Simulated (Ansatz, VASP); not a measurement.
# Cross-check of CO2 (CdI2 type (invented)) between VASP and Ansatz, part 2 of 2

One calculation is typed for both programs; each brings its own data sets. How far apart do they land? The cell is generated by rule, not measured, and may not be a known phase. The cell is taken from a series of runs on this material, whose earlier steps may have relaxed, scaled, displaced or heated it; both programs get it as it stands.

VASP 6.6.1 and Ansatz 0.2.0.

So far: Set-up; VASP: zone-centre phonons, PBEsol.

## (2) VASP: zone-centre phonons, PBEsol (continued)

Level of this step: PBEsol; plane waves and PAW (C, O); invented cell (VASP).

Numbers of over 12 decimals in the logs are rounded to 6 here.

OUTCAR, selected parts (step 2):

```text
ion  position               nearest neighbor table
   1  0.000  0.000  0.000-   2 1.61   3 1.61   3 1.61   2 1.61   3 1.61   2 1.61
   2  0.333  0.667  0.171-   1 1.61   1 1.61   1 1.61
   3  0.667  0.333  0.829-   1 1.61   1 1.61   1 1.61

  LATTYP: Found a hexagonal cell.
 ALAT       =     2.3480704609
 C/A-ratio  =     2.1735468488

 Subroutine GETGRP returns: Found 12 space group operations
 (whereof 12 operations were pure point group operations)

The static configuration has the point symmetry D_3d.

 Found     43 irreducible k-points:

   k-points           NKPTS =     43   k-points in BZ     NKDIM =     43   number of bands    NBANDS=     14

   dimension x,y,z NGX =    20 NGY =   20 NGZ =   42
   dimension x,y,z NGXF=    40 NGYF=   40 NGZF=   84

   ENCUT  =  600.0 eV  44.10 Ry    6.64 a.u.   4.69  4.69 10.19*2*pi/ulx,y,z

   NELECT =      16.0000    total number of electrons

 k-points in reciprocal lattice and weights: Automatic mesh
   0.00000000  0.00000000  0.00000000       0.003
   0.11111111 -0.00000000  0.00000000       0.019
   0.22222222 -0.00000000  0.00000000       0.019
   0.33333333 -0.00000000  0.00000000       0.019
   0.44444444 -0.00000000  0.00000000       0.019
   0.11111111  0.11111111  0.00000000       0.019
   0.22222222  0.11111111  0.00000000       0.037
   0.33333333  0.11111111  0.00000000       0.037
   0.44444444  0.11111111  0.00000000       0.019
[...]
0.33333333  0.22222222  0.50000000       0.037
   0.33333333  0.33333333  0.50000000       0.006

 average (electrostatic) potential at core
       1 -55.6495       2 -72.9295       3 -72.9295

  Total        0.0128932      0.0128932      0.0176926      0.0000000      0.0000000      0.0000000
  in kB        0.8476929      0.8476929      1.1632426      0.0000000      0.0000000      0.0000000
  external PRESSURE =       0.9528762 kB  Pullay stress =       0.0000000 kB

  energy-cutoff  :      600.00
  volume of cell :       24.37
      direct lattice vectors                 reciprocal lattice vectors
     2.348070461  0.000000000  0.000000000     0.425881598  0.245882855  0.000000000
    -1.174035231  2.033488669  0.000000000    -0.000000000  0.491765710  0.000000000
     0.000000000  0.000000000  5.103641151     0.000000000  0.000000000  0.195938541

 POSITION                                       TOTAL-FORCE (eV/Angst)
 -----------------------------------------------------------------------------------
      0.00000      0.00000      0.00000         0.000000      0.000000      0.000000
     -0.00000      1.35566      0.87402         0.000000     -0.000000      0.037318
      1.17404      0.67783      4.22962        -0.000000      0.000000     -0.037318
 -----------------------------------------------------------------------------------
    total drift:                               -0.000000     -0.000000     -0.000000

 MACROSCOPIC STATIC DIELECTRIC TENSOR (including local field effects in DFT)
 ------------------------------------------------------
           4.763202     0.000000     0.000000
           0.000000     4.763202     0.000000
          -0.000000    -0.000000     2.275418
 ------------------------------------------------------

 PIEZOELECTRIC TENSOR (including local field effects)  for field in x, y, z        (C/m^2)
          XX          YY          ZZ          XY          YZ          ZX
  --------------------------------------------------------------------------------
  x     0.00000     0.00000     0.00000     0.00000     0.00000     0.00000
  y     0.00000     0.00000     0.00000     0.00000     0.00000     0.00000
  z     0.00000     0.00000     0.00000     0.00000     0.00000     0.00000

 BORN EFFECTIVE CHARGES (including local field effects) (in |e|, cummulative output)
 ---------------------------------------------------------------------------------
 ion    1
    1     4.67830     0.00000     0.00000
    2     0.00000     4.67830    -0.00000
    3     0.00000     0.00000     1.13722
 ion    2
    1    -2.33915    -0.00000    -0.00000
    2    -0.00000    -2.33915     0.00000
    3     0.00000     0.00000    -0.56861
 ion    3
    1    -2.33915    -0.00000    -0.00000
    2    -0.00000    -2.33915     0.00000
    3     0.00000     0.00000    -0.56861

 Eigenvectors and eigenvalues of the dynamical matrix
 ----------------------------------------------------

   1 f  =   34.764990 THz   218.434874 2PiTHz 1159.635242 cm-1   143.776381 meV
             X         Y         Z           dx          dy          dz
      0.000000  0.000000  0.000000     0.000000    0.000000   -0.852653
     -0.000000  1.355659  0.874018    -0.000000   -0.000000    0.369448
      1.174035  0.677830  4.229623     0.000000    0.000000    0.369448

   2 f  =   25.052120 THz   157.407115 2PiTHz  835.648787 cm-1   103.607198 meV
             X         Y         Z           dx          dy          dz
      0.000000  0.000000  0.000000     0.000000   -0.000000   -0.000000
     -0.000000  1.355659  0.874018    -0.000000   -0.000000    0.707107
      1.174035  0.677830  4.229623     0.000000   -0.000000   -0.707107

   3 f  =   13.316499 THz    83.670030 2PiTHz  444.190587 cm-1    55.072589 meV
             X         Y         Z           dx          dy          dz
      0.000000  0.000000  0.000000    -0.000000   -0.000000    0.000000
     -0.000000  1.355659  0.874018     0.096912    0.700434    0.000000
      1.174035  0.677830  4.229623    -0.096912   -0.700434    0.000000

   4 f  =   13.316499 THz    83.670030 2PiTHz  444.190587 cm-1    55.072589 meV
             X         Y         Z           dx          dy          dz
      0.000000  0.000000  0.000000    -0.000000    0.000000   -0.000000
     -0.000000  1.355659  0.874018     0.700434   -0.096912   -0.000000
      1.174035  0.677830  4.229623    -0.700434    0.096912   -0.000000

   5 f  =    0.000310 THz     0.001950 2PiTHz    0.010354 cm-1     0.001284 meV
             X         Y         Z           dx          dy          dz
      0.000000  0.000000  0.000000     0.505442    0.131961    0.000000
     -0.000000  1.355659  0.874018     0.583401    0.152315    0.000000
      1.174035  0.677830  4.229623     0.583401    0.152315    0.000000

   6 f  =    0.000310 THz     0.001950 2PiTHz    0.010354 cm-1     0.001284 meV
             X         Y         Z           dx          dy          dz
      0.000000  0.000000  0.000000     0.131961   -0.505442    0.000000
     -0.000000  1.355659  0.874018     0.152315   -0.583401    0.000000
      1.174035  0.677830  4.229623     0.152315   -0.583401    0.000000

   7 f/i=    0.002907 THz     0.018264 2PiTHz    0.096963 cm-1     0.012022 meV
             X         Y         Z           dx          dy          dz
      0.000000  0.000000  0.000000     0.000000   -0.000000   -0.522478
     -0.000000  1.355659  0.874018     0.000000   -0.000000   -0.602916
      1.174035  0.677830  4.229623     0.000000   -0.000000   -0.602916

   8 f/i=   11.926786 THz    74.938206 2PiTHz  397.834757 cm-1    49.325201 meV
             X         Y         Z           dx          dy          dz
      0.000000  0.000000  0.000000     0.844664   -0.116865    0.000000
     -0.000000  1.355659  0.874018    -0.365896    0.050624    0.000000
      1.174035  0.677830  4.229623    -0.365896    0.050624    0.000000

   9 f/i=   11.926786 THz    74.938206 2PiTHz  397.834757 cm-1    49.325201 meV
             X         Y         Z           dx          dy          dz
      0.000000  0.000000  0.000000     0.116865    0.844664   -0.000000
     -0.000000  1.355659  0.874018    -0.050624   -0.365896   -0.000000
      1.174035  0.677830  4.229623    -0.050624   -0.365896   -0.000000

 MACROSCOPIC STATIC DIELECTRIC TENSOR IONIC CONTRIBUTION
 ------------------------------------------------------
          -0.000000     0.000000    -0.000000
          -0.000000     0.000000     0.000000
          -0.000000     0.000000     0.222364
 ------------------------------------------------------

 ELASTIC MODULI CONTR FROM IONIC RELAXATION (kBar)
 Direction    XX          YY          ZZ          XY          YZ          ZX
 --------------------------------------------------------------------------------
 XX       -1809.1722   1709.2691   -450.9081     -0.0000  -1519.7645      0.0000
 YY        1709.2691  -1809.1722   -450.9081     -0.0000   1519.7645     -0.0000
 ZZ        -450.9081   -450.9081  -4070.3059     -0.0000     -0.0000     -0.0000
 XY          -0.0000     -0.0000     -0.0000  -1759.2206     -0.0000  -1328.7790
 YZ       -1519.7645   1519.7645     -0.0000     -0.0000  -1312.9019     -0.0000
 ZX           0.0000     -0.0000     -0.0000  -1328.7790     -0.0000  -1003.6568
 --------------------------------------------------------------------------------

 PIEZOELECTRIC TENSOR IONIC CONTR  for field in x, y, z        (C/m^2)
          XX          YY          ZZ          XY          YZ          ZX
  --------------------------------------------------------------------------------
  x    -0.00000     0.00000    -0.00000     0.00000    -0.00000     0.00000
  y     0.00000    -0.00000     0.00000    -0.00000     0.00000    -0.00000
  z    -0.00000     0.00000     0.00000     0.00000    -0.00000     0.00000
```

With imaginary modes the cell is no minimum, so the ionic parts of its dielectric, piezoelectric and elastic tensors have no meaning.

## (3) Ansatz: zone-centre phonons, PBEsol

Ansatz runs on its PAW soft_1 files.

The same cell, functional and mesh now go to Ansatz, which takes its cutoff from its data sets.

Contents of input.yaml:

```yaml
crystal:
  lattice:
    - [2.3480704609, 3.0e-10, 0.0]
    - [-1.1740352307, 2.0334886689, 0.0]
    - [0.0, 0.0, 5.103641151]
  atoms:
    - { symbol: C, position: [0.0, 0.0, 0.0] }
    - { symbol: O, position: [0.3333333333, 0.6666666667, 0.171253907] }
    - { symbol: O, position: [0.6666666667, 0.3333333333, 0.828746093] }
kpoints:
  mp_grid: { grid: [9, 9, 4] }
hamiltonian:
  xc: pbesol
  pseudopotentials: { kind: paw, azcp: { folder: soft_1 }, xc_functional: pbe }
scf:
  occupations: { method: fixed }
output:
  eigenvalues: true
phonons:
  method: dfpt
  dielectric: true
  rigid_motions: translations
```

Run with:

```console
> ansatz run input.yaml --threads 4 --pin off --max-ram 9216MiB --backend cpu --events-out ev --progress --plain --runs-dir out
```

Output:

```text
Engine: ansatz 0.2.0, aarch64-unknown-linux-gnu
Pseudopotentials: kind: paw
Pseudopotential: C, paw, valence charge 4, recommended cutoff 420 eV (normal), soft_1/C.paw.azcp
Pseudopotential: O, paw, valence charge 6, recommended cutoff 420 eV (normal), soft_1/O.paw.azcp
Functional definition: PBEsol
  exchange = pbesol_x
  correlation = pbesol_c
Crystal: 3 atoms, lattice volume = 24.369 Å³
Basis set: ecut = 420 eV, 473 PW (Γ), exchange–correlation on 32×32×72 points (8 copies of the dense FFT grid, shifted against one another)
Bands: 12, of which v1, the nominal top of the filled ones, is band 8 counted from 1 (7 counted from 0)
Symmetry: 12 space group operations
k-points: 95 of 324 (irreducible under 2 space group operations, time reversal used)
Non-local potential: C, projectors of the file, l = 0: 2, l = 1: 2, l = 2: 1
Non-local potential: O, projectors of the file, l = 0: 2, l = 1: 2, l = 2: 1
PAW form: soft (Blöchl's): semilocal exchange-correlation on the pseudo side does not see the compensation charge
PAW frozen core: C, regenerated for the run's functional, and the local potential with it (the file was generated under x = pbe(κ = 0.804, μ = 0.219515), c = pbe(β = 0.066725))
PAW frozen core: O, regenerated for the run's functional, and the local potential with it (the file was generated under x = pbe(κ = 0.804, μ = 0.219515), c = pbe(β = 0.066725))
PAW one-centre angular grid: C, 110 points (default); XC on 64 Gauss nodes
PAW one-centre angular grid: O, 110 points (default); XC on 64 Gauss nodes
Initial density: superposition of atomic densities (chi_scale 0.1, normalization cell, long waves kept (reshape's long-wave potential 0.26 eV rms))
Initial wavefunctions: pseudopotential atomic-orbital guess
Functional: x = pbesol(κ = 0.804, μ = 0.123457), c = pbesol(β = 0.046)
SCF iter   1: F=—  HF=-1362.915011 eV  |F-HF|=—  |Δ(HF+E_count)|=         —  Δρ=1.04e-1  dr2=1.68e0  ethr=3.10e-3  ⟨swp⟩=5.0  Hψ=6218  notcnv=0  defer=159
preconditioner: auto → none  [insulator: Δε(μ)=5.429 eV  Ē_g=17.365 eV  n_scr=4 (ndim 8)  ℏωp=30.1 eV  f_vac=0.188  ε∞_Penn≈4.0]
SCF iter   2: F=—  HF=-1362.706481 eV  |F-HF|=—  |Δ(HF+E_count)|=   2.09e-1  Δρ=6.41e-2  dr2=7.06e-1  ethr=3.10e-3  ⟨swp⟩=2.9  Hψ=3080  notcnv=0  defer=151
SCF iter   3: F=—  HF=-1362.553905 eV  |F-HF|=—  |Δ(HF+E_count)|=   1.53e-1  Δρ=2.53e-2  dr2=5.83e-2  ethr=3.10e-3  ⟨swp⟩=2.6  Hψ=2195  notcnv=0  defer=46
SCF iter   4: F=—  HF=-1362.552542 eV  |F-HF|=—  |Δ(HF+E_count)|=   1.36e-3  Δρ=4.81e-3  dr2=2.04e-3  ethr=3.65e-4  ⟨swp⟩=2.4  Hψ=1869  notcnv=0  defer=187
SCF iter   5: F=—  HF=-1362.552935 eV  |F-HF|=—  |Δ(HF+E_count)|=   3.94e-4  Δρ=6.28e-4  dr2=3.03e-5  ethr=1.27e-5  ⟨swp⟩=2.5  Hψ=1998  notcnv=0  defer=187
SCF iter   6: F=—  HF=-1362.552955 eV  |F-HF|=—  |Δ(HF+E_count)|=   1.98e-5  Δρ=8.69e-5  dr2=9.88e-7  ethr=1.89e-7  ⟨swp⟩=2.4  Hψ=1813  notcnv=0  defer=95
SCF iter   7: F=—  HF=-1362.552957 eV  |F-HF|=—  |Δ(HF+E_count)|=   1.57e-6  Δρ=9.72e-6  dr2=8.68e-9  ethr=6.18e-9  ⟨swp⟩=2.5  Hψ=1857  notcnv=0  defer=6
SCF iter   8: F=—  HF=-1362.552957 eV  |F-HF|=—  |Δ(HF+E_count)|=   8.22e-9  Δρ=2.14e-6  dr2=7.03e-10  ethr=5.42e-11  ⟨swp⟩=2.4  Hψ=2048  notcnv=0  defer=6
SCF iter   9: F=-1362.552957 eV  HF=-1362.552957 eV  |F-HF|=5.68e-12  |Δ(HF+E_count)|=  9.71e-11  Δρ=3.22e-7  dr2=1.47e-11  ethr=1.00e-12  ⟨swp⟩=9.5  Hψ=7385  notcnv=0
SCF 1 converged in 9 iterations: F = -1362.552957 eV  dr2 = 1.47e-11
  greatest PAW one-centre occupation: 0.877 electrons in one spin orbital (limit 2), on the O atom at site 2 (counted from 0), in its partial waves of l = 0
NSCF: frozen V_eff on 4 k-points
DFPT response loops at Γ: preconditioner auto → none (the input reference at scf.mixing.eps_inf says where Resta's filter doesn't serve); β = 0.50; Broyden in place of MSR1
── the response to a field inside a basis, on 10×10×4 k-points: an SCF that follows is theirs, and a resumed run solves both again ──
Bands: 9, of which v1, the nominal top of the filled ones, is band 8 counted from 1 (7 counted from 0)
k-points: 110 of 400 (irreducible under 4 space group operations)
Initial density: handed on by an earlier stage of this run
Initial wavefunctions: pseudopotential atomic-orbital guess (no wavefunctions were taken with the density)
Eigensolver: Dense (110 Hₖ)
SCF iter   1: F=—  HF=-1362.556640 eV  |F-HF|=—  |Δ(HF+E_count)|=         —  Δρ=5.89e-4  dr2=1.15e-5  ethr=1.00e-1
preconditioner: auto → none  [insulator: Δε(μ)=4.832 eV  Ē_g=14.397 eV  n_scr=4 (ndim 8)  ℏωp=30.1 eV  f_vac=0.206  ε∞_Penn≈5.4]
SCF iter   2: F=—  HF=-1362.556646 eV  |F-HF|=—  |Δ(HF+E_count)|=   5.99e-6  Δρ=2.70e-4  dr2=2.31e-6  ethr=7.16e-8
SCF iter   3: F=—  HF=-1362.556648 eV  |F-HF|=—  |Δ(HF+E_count)|=   2.87e-6  Δρ=5.22e-5  dr2=2.49e-7  ethr=1.45e-8
SCF iter   4: F=—  HF=-1362.556649 eV  |F-HF|=—  |Δ(HF+E_count)|=   1.42e-8  Δρ=2.17e-5  dr2=1.03e-7  ethr=1.56e-9
SCF iter   5: F=-1362.556648 eV  HF=-1362.556648 eV  |F-HF|=6.27e-10  |Δ(HF+E_count)|=   2.26e-8  Δρ=3.83e-6  dr2=8.96e-10  ethr=6.43e-10
SCF 1 converged in 5 iterations: F = -1362.556648 eV  dr2 = 8.96e-10
DFPT response loops at Γ: mixed as the last ones told, above
SCF converged after 9 iterations
Free energy (F): -1362.552957 eV
Harris-Foulkes:  -1362.552957 eV  (|F-HF|=5.68e-12)
Internal energy: -1362.552957 eV  (E = F + TS)
E sigma→0 (E₀):  -1362.552957 eV
Fermi energy:    4.617139 eV
--- Per-component energies (eV) ---
  E_band       = -58.782209
  E_kinetic    = 421.161765
  E_local      = -1211.559956  (includes V_loc(G=0)·N_el)
  E_nonlocal   = 127.235139
  E_hartree    = 466.872621
  E_xc         = -186.983711
  E_vxc        = -237.857914  (∫ρ·V_xc dr)
  E_paw        = -407.610177  (= ΣΔE_a)
  E_vpaw       = -91.507957  (= ΣTr[D̂ρ^β])
  E_aug_tail   = 0.001501  (compensation charges beyond the density's cutoff)
  E_ewald      = -571.761815
  E_core_change = 0.091676  (= ΣΔE_core)
  E_smearing   = -0.000000  (= −TS)
  E_closure    = 0.000000  (closes the sum)
  Σ components = -1362.552957   (vs F -1362.552957, Δ=0.00e0)
--- Band table (eV; the first three rows and the last of 95) ---
  k-point 0: bands = [... 4 lower, 2.9120, 3.7109, 4.1473, 4.1473, 10.9593, 10.9842, 11.8598, 11.8598]
  k-point 1: bands = [... 4 lower, 2.9116, 3.3557, 4.1487, 4.1487, 10.9525, 11.2657, 11.8575, 11.8575]
  k-point 2: bands = [... 4 lower, 2.9114, 2.9963, 4.1501, 4.1501, 10.9528, 11.5342, 11.8553, 11.8553]
  k-point 94: bands = [... 4 lower, -0.9750, 0.5169, 2.8863, 4.4856, 11.4009, 13.3195, 14.5280, 15.7475]
--- Phonons (Γ-DFPT): 4 representative perturbations + reference, on 95 of 324 k-points (Σ response iterations 12) ---
  k mesh reduced under 2 symmetry operations, with k and −k counted as one. Each operation leaves every solved perturbation unchanged. A smaller set is not considered because the run solves the response to a homogeneous field
  ASR residual: 1.397e-4 → 0.000e0 eV/Å²; symmetrization residual: 4.973e-6 eV/Å²
  ASR residual per site (eV/Å²): 7.67e-5 1.40e-4 1.40e-4
  Γ frequencies (cm⁻¹): -443.02 -443.02 0.00 0.00 0.00 435.27 435.27 837.12 1157.53
  ε∞ (high-frequency dielectric tensor):
        4.745932    -0.000000     0.000000
       -0.000000     4.745932     0.000000
        0.000000     0.000000     2.281828
  softest optical mode at Γ: -443.02 cm⁻¹; the repairs (sum rule, projections) moved no ω² at Γ by more than (1.84 cm⁻¹)²
  Born effective charges Z* (e; rows j = field, columns β = displacement):
    site 0:
         4.69999   -0.00000   -0.00000
        -0.00000    4.69999   -0.00000
        -0.00000   -0.00000    1.14893
    site 1:
        -2.35000    0.00000    0.00000
         0.00000   -2.35000    0.00000
         0.00000    0.00000   -0.57446
    site 2:
        -2.35000    0.00000    0.00000
         0.00000   -2.35000    0.00000
         0.00000    0.00000   -0.57446
  Z* charge neutrality: 2.614e-3 e pre-enforcement
  solved inside a basis spanned on kpoints, on 10×10×4 k-points, its susceptibility summed on 14×14×6: ε∞ is read to err by 1.4e-2, Z* by 2.2e-2 e (field_mesh: kpoints solves on kpoints); Z* is corrected for what the basis lacks
  optical modes at Γ without the LO–TO term, one row a degenerate level:
      ω (cm⁻¹)  modes    IR ((D/Å)²/amu)
       -443.02      2           116.7148
        435.27      2             0.0000
        837.12      1             0.0000
       1157.53      1             3.4873
  optical modes at Γ + LO–TO along q̂ = [1.0000, 0.0000, 0.0000]:
      ω (cm⁻¹)  modes    IR ((D/Å)²/amu)
       -443.02      1            58.3574
        435.27      2             0.0000
        837.12      1             0.0000
        938.06      1            58.3574
       1157.53      1             3.4873
  optical modes at Γ + LO–TO along q̂ = [0.0000, 1.0000, 0.0000]:
      ω (cm⁻¹)  modes    IR ((D/Å)²/amu)
       -443.02      1            58.3574
        435.27      2             0.0000
        837.12      1             0.0000
        938.06      1            58.3574
       1157.53      1             3.4873
  optical modes at Γ + LO–TO along q̂ = [0.0000, 0.0000, 1.0000]:
      ω (cm⁻¹)  modes    IR ((D/Å)²/amu)
       -443.02      2           116.7148
        435.27      2             0.0000
        837.12      1             0.0000
       1213.93      1             3.4873
```

The column dr2 measures how far the density is from self-consistency, as an energy; F and HF (Harris–Foulkes) agree once it is small.

## (4) Differences

Known differences besides the potentials themselves: fixed occupations in Ansatz, narrow Gaussian smearing in VASP; VASP's response is taken on the typed mesh, Ansatz refines its own for the field response alone; the cutoff is 420 eV in Ansatz and 600 eV in VASP; Ansatz makes its cores anew for this functional, VASP keeps those of its PBE data sets. Total energies have different zeros and are not compared.

Compared:

```
                                                   quantity  Ansatz    VASP  difference
                                                      ε∞ xx    4.75    4.76     -0.36 %
                                                      ε∞ yy    4.75    4.76     -0.36 %
                                                      ε∞ zz    2.28    2.28     +0.28 %
               Born charge of C1 (mean of the diagonal) (e)    3.52    3.50       +0.02
               Born charge of O2 (mean of the diagonal) (e)   -1.76   -1.75       -0.01
optical mode 1 to 2 (imaginary, printed as negative) (cm⁻¹)  -443.0  -397.8       -45.2
                                 optical mode 3 to 4 (cm⁻¹)   435.3   444.2     -2.01 %
                                      optical mode 5 (cm⁻¹)   837.1   835.6     +0.18 %
                                      optical mode 6 (cm⁻¹)  1157.5  1159.6     -0.18 %
```

Modes are paired by rising frequency, not by their patterns, so a pair may set unlike modes beside each other; they are those without the splitting of longitudinal modes.

## (5) Summary of results

```yaml
r_m_s_difference_of_the_optical_zone_centre_modes_each_program_s_sorted_by_frequency_zone_centre_phonons_pbesol: 27 cm⁻¹
difference_in_optical_mode_3_to_4_zone_centre_phonons_pbesol: -2.0 %
```

The r.m.s. difference of the optical zone-centre modes, each program's sorted by frequency is 27 cm⁻¹ (zone-centre phonons, PBEsol). Among the rows given in per cent, the largest difference of the zone-centre phonons, PBEsol pair is in optical mode 3 to 4, -2.0 %. What causes the difference of the zone-centre phonons, PBEsol pair stays open here. Such differences can come from data sets, numerical settings and the points named under the comparisons, not from the functional's error against experiment.

[Lines on the potential files, build, host, timing and source positions are cut from VASP's logs without a mark.]

[Logs are printed without paths, hosts, clocks, repeated set-up lines and the standing remarks that a program may print on its own settings, such as how far it seeks lower states.]

[Hosts, paths, dates, database ids (printed as entryN), source tags and the programs' standing remarks are cut or masked in the printed files.]
